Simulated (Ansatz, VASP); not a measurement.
**Two plane-wave programs on ScB2**

```
CELL_PARAMETERS angstrom
3.09882 0.00000 0.00000
-1.54941 2.68365 0.00000
0.00000 0.00000 3.45825
ATOMIC_POSITIONS crystal
Sc 0.00000 0.00000 0.00000
B 0.33333 0.66667 0.50000
B 0.66667 0.33333 0.50000
```

Alike in both runs: functional LDA; k mesh 18 × 18 × 12; occupations fermi-dirac, width 0.15 eV; no spin polarisation.

Ansatz relaxed the structure, and its values are those at the end. VASP's run is a single point on that final structure, the one shown.

|  | VASP | Ansatz |
| --- | --- | --- |
| version | VASP 6.6.1 | Ansatz 0.2.0 |
| potentials or method | VASP PAW LDA potentials, release 64 (Sc_sv, B) | scalar-relativistic, plane waves, PAW |
| plane-wave cutoff (eV) | 520 | 420 |
| valence electrons in the cell | 17 | 17 |

Ansatz gave:

| Item | Value |
| --- | --- |
| gap on the k mesh at the Fermi level (eV) | none |
| pressure (GPa) | 0.0 |

Q: Which values does VASP return?

A: gap on the k mesh at the Fermi level (eV): none; pressure (GPa): 0.7.

A gap of «none» marks a metal or a gap that the smearing closes.
